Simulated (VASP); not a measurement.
An input for Ansatz (written as the equivalent of a VASP run, and not itself run):

Ansatz 0.2 input:
```yaml
crystal:
  lattice:
    - [1.8417400, -7.4355700, 0.0000000]
    - [1.8417400, 7.4355700, 0.0000000]
    - [0.0000000, 0.0000000, 3.6732500]
  atoms:
    - { symbol: Zr, position: [0.8940900, 0.1059100, 0.7500000] }
    - { symbol: Zr, position: [0.1059100, 0.8940900, 0.2500000] }
    - { symbol: Si, position: [0.4485400, 0.5514600, 0.2500000] }
    - { symbol: Si, position: [0.5514600, 0.4485400, 0.7500000] }
    - { symbol: Si, position: [0.2502500, 0.7497500, 0.7500000] }
    - { symbol: Si, position: [0.7497500, 0.2502500, 0.2500000] }
kpoints:
  mp_grid: { grid: [1, 1, 1] }
hamiltonian:
  xc: pbe
  pseudopotentials: { kind: paw }
scf:
  occupations: { method: gaussian, width: 0.1 }
  max_iter: 100
output: { forces: true, stress: true, eigenvalues: true }
```

Write the VASP files for the same calculation (PBE).

This is not unique; one that fits is 
**INCAR**
```
SYSTEM=ZrSi2
PREC=Accurate; ENCUT=300; LREAL=.False.
LASPH=.True.
EDIFF=1E-6; NELM=100; ALGO=Normal
LMAXMIX=4
ISMEAR=0; SIGMA=0.1
GGA=PE
ISIF=2
LWAVE=.False.; LCHARG=.False.
```

**KPOINTS**
```
Automatic mesh
0
Gamma
1 1 1
0 0 0
```

**POSCAR**
```
ZrSi2
1
    1.8417400000    -7.4355700000     0.0000000000
    1.8417400000     7.4355700000     0.0000000000
    0.0000000000     0.0000000000     3.6732500000
Zr Si
2 4
Direct
  0.8940900000   0.1059100000   0.7500000000
  0.1059100000   0.8940900000   0.2500000000
  0.4485400000   0.5514600000   0.2500000000
  0.5514600000   0.4485400000   0.7500000000
  0.2502500000   0.7497500000   0.7500000000
  0.7497500000   0.2502500000   0.2500000000
```

POTCAR, in this order: Zr_sv Si (PBE.64 set). Program: vasp_std.

What does not carry over: each code has its own PAW files, so the cut-off isn't converted (ENCUT is set for VASP's; basis.ecutwfc is left out, and Ansatz then takes the one that its files recommend); Ansatz stops its SCF on the density residual and VASP on the energy change (EDIFF).

The structure comes from a computed database's ZrSi2 entry (Cmcm), a phase known from measurement. The cell was not relaxed at this level. The k-mesh is coarse (spacing up to 1.76 per Å, 2π included), so the numbers may not be converged in it. The run is one of a series of settings (KPOINTS 1×1×1 Γ-centred mesh against the base run), some of them coarse on purpose.
